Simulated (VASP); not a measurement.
Level of theory: eigenvalue-self-consistent GW0 on PBE orbitals, VASP's PBE PAW potentials (set 64) (plane waves; VASP).

A VASP calculation is set up with these files.

**KPOINTS**
```
Automatic mesh
0
Gamma
4 4 4
0 0 0
```

POSCAR:
```
NaF
1
    0.0000000000     2.3150000000     2.3150000000
    2.3150000000     0.0000000000     2.3150000000
    2.3150000000     2.3150000000     0.0000000000
Na F
1 1
Direct
  0.0000000000   0.0000000000   0.0000000000
  0.5000000000   0.5000000000   0.5000000000
```

INCAR:
```
SYSTEM = NaF
PREC = Normal
ENCUT = 500
ALGO = EVGW0
LREAL = .FALSE.
LASPH = .TRUE.
ISMEAR = 0
SIGMA = 0.01
GGA = PE
LWAVE = .FALSE.
LCHARG = .FALSE.
NELMGW = 4
NBANDS = 160
NOMEGA = 64
ENCUTGW = 200
NBANDSGW = 16
LSPECTRALGW = .TRUE.
```

POTCAR, in this order: Na_sv_GW F_GW_new (PBE.64 set). Program: vasp_std. Read from the step before: WAVECAR, WAVEDER.

Output

**OSZICAR**
```
energies w=
    0.000    0.000    1.197    0.000    2.391    0.000    3.581    0.000
    4.762    0.000    5.935    0.000    7.096    0.000    8.244    0.000
    9.378    0.000   10.498    0.000   11.603    0.000   12.693    0.000
   13.768    0.000   14.829    0.000   15.877    0.000   16.912    0.000
   17.937    0.000   18.951    0.000   19.958    0.000   20.958    0.000
   21.954    0.000   22.947    0.000   23.939    0.000   24.932    0.000
   25.929    0.000   26.933    0.000   27.944    0.000   28.967    0.000
   30.004    0.000   31.058    0.000   32.132    0.000   33.230    0.000
   34.356    0.000   35.514    0.000   36.709    0.000   37.945    0.000
   39.229    0.000   40.568    0.000   41.968    0.000   43.438    0.000
   44.988    0.000   46.628    0.000   48.372    0.000   50.235    0.000
   52.233    0.000   54.387    0.000   56.723    0.000   59.270    0.000
   62.063    0.000   65.146    0.000   68.574    0.000   72.414    0.000
   76.753    0.000   81.699    0.000   87.397    0.000   94.039    0.000
  101.883    0.000  111.294    0.000  122.792    0.000  137.153    0.000
  155.590    0.000  180.099    0.000  214.226    0.000  264.929    0.000
NQ=   1    0.0000    0.0000    0.0000,
 performed        196000 updates of chi_q(r,r)
NQ=   2    0.2500    0.0000    0.0000,
 performed        576000 updates of chi_q(r,r)
NQ=   3    0.5000    0.0000    0.0000,
 performed        864000 updates of chi_q(r,r)
NQ=   4    0.2500    0.2500    0.0000,
 performed       1209000 updates of chi_q(r,r)
NQ=   5    0.5000    0.2500    0.0000,
 performed       1671000 updates of chi_q(r,r)
NQ=   6   -0.2500    0.2500    0.0000,
 performed       2082000 updates of chi_q(r,r)
NQ=   7    0.5000    0.5000    0.0000,
 performed       2350000 updates of chi_q(r,r)
NQ=   8   -0.2500    0.5000    0.2500,
 performed       2700000 updates of chi_q(r,r)
 resolving degeneracies of screened two electron integrals
NQ=   1    0.0000    0.0000    0.0000,
 performed        196000 updates of chi_q(r,r)
NQ=   2    0.2500    0.0000    0.0000,
 performed        576000 updates of chi_q(r,r)
NQ=   3    0.5000    0.0000    0.0000,
 performed        864000 updates of chi_q(r,r)
NQ=   4    0.2500    0.2500    0.0000,
 performed       1209000 updates of chi_q(r,r)
NQ=   5    0.5000    0.2500    0.0000,
 performed       1671000 updates of chi_q(r,r)
NQ=   6   -0.2500    0.2500    0.0000,
 performed       2082000 updates of chi_q(r,r)
NQ=   7    0.5000    0.5000    0.0000,
 performed       2350000 updates of chi_q(r,r)
NQ=   8   -0.2500    0.5000    0.2500,
 performed       2700000 updates of chi_q(r,r)
 resolving degeneracies of screened two electron integrals
NQ=   1    0.0000    0.0000    0.0000,
 performed        196000 updates of chi_q(r,r)
NQ=   2    0.2500    0.0000    0.0000,
 performed        576000 updates of chi_q(r,r)
NQ=   3    0.5000    0.0000    0.0000,
 performed        864000 updates of chi_q(r,r)
NQ=   4    0.2500    0.2500    0.0000,
 performed       1209000 updates of chi_q(r,r)
NQ=   5    0.5000    0.2500    0.0000,
 performed       1671000 updates of chi_q(r,r)
NQ=   6   -0.2500    0.2500    0.0000,
 performed       2082000 updates of chi_q(r,r)
NQ=   7    0.5000    0.5000    0.0000,
 performed       2350000 updates of chi_q(r,r)
NQ=   8   -0.2500    0.5000    0.2500,
 performed       2700000 updates of chi_q(r,r)
 resolving degeneracies of screened two electron integrals
NQ=   1    0.0000    0.0000    0.0000,
 performed        196000 updates of chi_q(r,r)
NQ=   2    0.2500    0.0000    0.0000,
 performed        576000 updates of chi_q(r,r)
NQ=   3    0.5000    0.0000    0.0000,
 performed        864000 updates of chi_q(r,r)
NQ=   4    0.2500    0.2500    0.0000,
 performed       1209000 updates of chi_q(r,r)
NQ=   5    0.5000    0.2500    0.0000,
 performed       1671000 updates of chi_q(r,r)
NQ=   6   -0.2500    0.2500    0.0000,
 performed       2082000 updates of chi_q(r,r)
NQ=   7    0.5000    0.5000    0.0000,
 performed       2350000 updates of chi_q(r,r)
NQ=   8   -0.2500    0.5000    0.2500,
 performed       2700000 updates of chi_q(r,r)
 resolving degeneracies of screened two electron integrals
```

**OUTCAR**
```


 k-point   1 :       0.0000    0.0000    0.0000
  band No. old QP-enery  QP-energies   sigma(KS)   T+V_ion+V_H  V^pw_x(r,r')   Z            occupation Imag(sigma)

      1     -60.1146     -60.1565     -40.5814     -19.5838     -49.1171       0.8267       2.0000       0.5915
      2     -26.5196     -26.5571     -28.3334       1.7671     -36.8143       0.8028       2.0000       1.2100
      3     -28.0386     -28.0632     -35.7426       7.6748     -41.4713       0.8429       2.0000       0.1583
      4     -28.0386     -28.0632     -35.7426       7.6748     -41.4713       0.8429       2.0000       0.1583
      5     -28.0386     -28.0632     -35.7426       7.6748     -41.4713       0.8429       2.0000       0.1583
      6      -5.3332      -5.3534     -25.9164      20.5579     -30.2161       0.7986       2.0000       0.1656
      7      -5.3332      -5.3534     -25.9164      20.5579     -30.2161       0.7986       2.0000       0.1656
      8      -5.3332      -5.3534     -25.9164      20.5579     -30.2161       0.7986       2.0000       0.1656
      9       6.1914       6.1910      -7.7913      13.9823      -5.0337       0.8923       0.0000      -0.0755
     10      18.9414      18.9430      -5.4562      24.3994      -2.1550       0.8767       0.0000      -0.1386
     11      18.9414      18.9430      -5.4562      24.3994      -2.1550       0.8767       0.0000      -0.1386
     12      18.9414      18.9430      -5.4562      24.3994      -2.1550       0.8767       0.0000      -0.1386
     13      21.0820      21.0839      -4.2367      25.3209      -0.7113       0.8671       0.0000      -0.3452
     14      24.4002      24.4017      -6.3230      30.7249      -2.7751       0.8770       0.0000      -0.1753
     15      24.4002      24.4017      -6.3230      30.7249      -2.7751       0.8770       0.0000      -0.1753
     16      27.9079      27.9092      -8.6817      36.5910      -4.5477       0.8591       0.0000      -0.4120

 k-point   2 :       0.2500    0.0000    0.0000
  band No. old QP-enery  QP-energies   sigma(KS)   T+V_ion+V_H  V^pw_x(r,r')   Z            occupation Imag(sigma)

      1     -60.1097     -60.1513     -40.5953     -19.5647     -49.1312       0.8271       2.0000       0.5878
      2     -27.8052     -27.8384     -31.2550       3.4093     -38.4691       0.8194       2.0000       0.7856
      3     -28.0463     -28.0707     -35.7305       7.6552     -41.4536       0.8429       2.0000       0.1554
      4     -28.0463     -28.0707     -35.7305       7.6552     -41.4536       0.8429       2.0000       0.1554
      5     -26.6149     -26.6463     -32.8421       6.1890     -39.8840       0.8237       2.0000       0.6550
      6      -6.3783      -6.3986     -23.9777      17.5740     -28.0791       0.7989       2.0000       0.1789
      7      -5.4992      -5.5194     -25.6914      20.1670     -29.9897       0.7993       2.0000       0.1681
      8      -5.4992      -5.5194     -25.6914      20.1670     -29.9897       0.7993       2.0000       0.1681
      9       8.2082       8.2076      -9.1047      17.3123      -6.4089       0.8813       0.0000      -0.0807
     10      15.1285      15.1296      -6.5911      21.7209      -3.4360       0.8736       0.0000      -0.1227
     11      19.8805      19.8822      -6.1533      26.0357      -2.7639       0.8724       0.0000      -0.1661
     12      19.8805      19.8822      -6.1533      26.0357      -2.7639       0.8724       0.0000      -0.1661
     13      23.2227      23.2244      -6.8430      30.0676      -3.2489       0.8709       0.0000      -0.2220
     14      23.2227      23.2244      -6.8430      30.0676      -3.2489       0.8709       0.0000      -0.2220
     15      24.8009      24.8021      -6.8442      31.6464      -3.0199       0.8831       0.0000      -0.4514
     16      28.7830      28.7834      -5.6661      34.4495      -1.9028       0.9082       0.0000      -0.6103

 k-point   3 :       0.5000    0.0000    0.0000
  band No. old QP-enery  QP-energies   sigma(KS)   T+V_ion+V_H  V^pw_x(r,r')   Z            occupation Imag(sigma)

      1     -60.1045     -60.1457     -40.6091     -19.5453     -49.1452       0.8269       2.0000       0.5844
      2     -28.1151     -28.1488     -31.4384       3.2817     -38.5065       0.8111       2.0000       0.7291
      3     -28.0551     -28.0794     -35.7206       7.6366     -41.4385       0.8425       2.0000       0.1524
      4     -28.0551     -28.0794     -35.7206       7.6366     -41.4385       0.8425       2.0000       0.1524
      5     -26.2048     -26.2366     -32.7261       6.4828     -39.9205       0.8249       2.0000       0.6829
      6      -7.2217      -7.2425     -22.9811      15.7331     -27.0696       0.7952       2.0000       0.1995
      7      -5.6577      -5.6785     -25.4802      19.7963     -29.7784       0.7946       2.0000       0.1708
      8      -5.6577      -5.6785     -25.4802      19.7963     -29.7784       0.7946       2.0000       0.1708
      9      10.7137      10.7143      -7.1840      17.8984      -4.2730       0.8842       0.0000      -0.0914
     10      12.9664      12.9663     -10.5010      23.4672      -7.5058       0.8579       0.0000      -0.1199
     11      20.5208      20.5224      -6.9324      27.4550      -3.5358       0.8744       0.0000      -0.1668
     12      20.5208      20.5224      -6.9324      27.4550      -3.5358       0.8744       0.0000      -0.1668
     13      23.3201      23.3218      -7.3983      30.7204      -3.5634       0.8660       0.0000      -0.3491
     14      23.3201      23.3218      -7.3983      30.7204      -3.5634       0.8660       0.0000      -0.3491
     15      24.1265      24.1280      -6.2042      30.3324      -2.4277       0.8813       0.0000      -0.3811
     16      27.5501      27.5500      -6.7331      34.2832      -2.9765       0.9146       0.0000      -0.5775

 k-point   4 :       0.2500    0.2500    0.0000
  band No. old QP-enery  QP-energies   sigma(KS)   T+V_ion+V_H  V^pw_x(r,r')   Z            occupation Imag(sigma)

      1     -60.1076     -60.1491     -40.5992     -19.5586     -49.1356       0.8278       2.0000       0.5873
      2     -27.7017     -27.7342     -31.4182       3.6771     -38.6020       0.8233       2.0000       0.7724
      3     -28.0658     -28.0907     -35.6816       7.5862     -41.4034       0.8410       2.0000       0.1608
      4     -28.0658     -28.0907     -35.6816       7.5862     -41.4034       0.8410       2.0000       0.1608
      5     -26.6990     -26.7307     -32.7085       5.9710     -39.7745       0.8230       2.0000       0.6683
      6      -6.3955      -6.4159     -23.9956      17.5746     -28.1128       0.7980       2.0000       0.1797
      7      -5.6062      -5.6265     -25.5824      19.9508     -29.8747       0.7981       2.0000       0.1692
      8      -5.6062      -5.6265     -25.5824      19.9508     -29.8747       0.7981       2.0000       0.1692
      9       8.8509       8.8503      -9.3832      18.2334      -6.6580       0.8793       0.0000      -0.0842
     10      14.6684      14.6698      -4.9740      19.6440      -1.8727       0.8838       0.0000      -0.1080
     11      19.6129      19.6145      -7.3616      26.9763      -3.9063       0.8695       0.0000      -0.1733
     12      19.7919      19.7935      -7.5064      27.3002      -3.9984       0.8617       0.0000      -0.2026
     13      19.7919      19.7935      -7.5064      27.3002      -3.9984       0.8617       0.0000      -0.2026
     14      26.0504      26.0519      -6.4444      32.4966      -2.8001       0.8733       0.0000      -0.2127
     15      27.4978      27.4984      -9.0151      36.5136      -4.8458       0.8798       0.0000      -0.5287
     16      29.0365      29.0366      -4.5550      33.5916      -0.9925       0.9238       0.0000      -0.6342

 k-point   5 :       0.5000    0.2500    0.0000
  band No. old QP-enery  QP-energies   sigma(KS)   T+V_ion+V_H  V^pw_x(r,r')   Z            occupation Imag(sigma)

      1     -60.1030     -60.1435     -40.6121     -19.5396     -49.1493       0.8316       2.0000       0.5846
      2     -27.8842     -27.9163     -31.8038       3.8806     -38.8157       0.8222       2.0000       0.7046
      3     -28.1016     -28.1268     -35.5878       7.4562     -41.3002       0.8400       2.0000       0.1626
      4     -28.0745     -28.0993     -35.6703       7.5663     -41.3874       0.8409       2.0000       0.1580
      5     -26.4412     -26.4733     -32.3842       5.9043     -39.6222       0.8281       2.0000       0.7223
      6      -6.8252      -6.8459     -23.6600      16.8089     -27.8057       0.7965       2.0000       0.1899
      7      -6.0412      -6.0621     -24.9004      18.8328     -29.1507       0.7942       2.0000       0.1762
      8      -5.7540      -5.7748     -25.3966      19.6164     -29.6912       0.7950       2.0000       0.1720
      9      11.6909      11.6910      -8.9925      20.6835      -6.0718       0.8723       0.0000      -0.1020
     10      13.2656      13.2662      -7.7572      21.0235      -4.7425       0.8712       0.0000      -0.1090
     11      17.1228      17.1241      -7.6377      24.7621      -4.2847       0.8698       0.0000      -0.1429
     12      20.4088      20.4104      -8.2910      28.7016      -4.6993       0.8600       0.0000      -0.2320
     13      20.2146      20.2161      -7.1493      27.3656      -3.5635       0.8687       0.0000      -0.2399
     14      25.9112      25.9127      -6.5613      32.4743      -2.7913       0.8732       0.0000      -0.3416
     15      27.9856      27.9864      -8.1491      36.1356      -4.1506       0.8796       0.0000      -0.4450
     16      29.1680      29.1688      -6.2700      35.4390      -2.4247       0.8881       0.0000      -0.4923

 k-point   6 :      -0.2500    0.2500    0.0000
  band No. old QP-enery  QP-energies   sigma(KS)   T+V_ion+V_H  V^pw_x(r,r')   Z            occupation Imag(sigma)

      1     -60.1039     -60.1454     -40.6084     -19.5456     -49.1449       0.8285       2.0000       0.5850
      2     -27.9392     -27.9723     -31.5561       3.5765     -38.6390       0.8179       2.0000       0.7321
      3     -28.1024     -28.1276     -35.5969       7.4645     -41.3097       0.8386       2.0000       0.1643
      4     -28.0551     -28.0795     -35.7193       7.6353     -41.4376       0.8419       2.0000       0.1526
      5     -26.3834     -26.4150     -32.6463       6.2247     -39.8217       0.8295       2.0000       0.6898
...
```
(Selected blocks of OUTCAR.)

The mesh is coarse and the basis finite, so the quasiparticle values are not converged.

The compound is NaF in the rock salt structure. The cell was not relaxed at this level. The k-mesh is coarse (spacing up to 0.59 per Å, 2π included), so the numbers may not be converged in it.
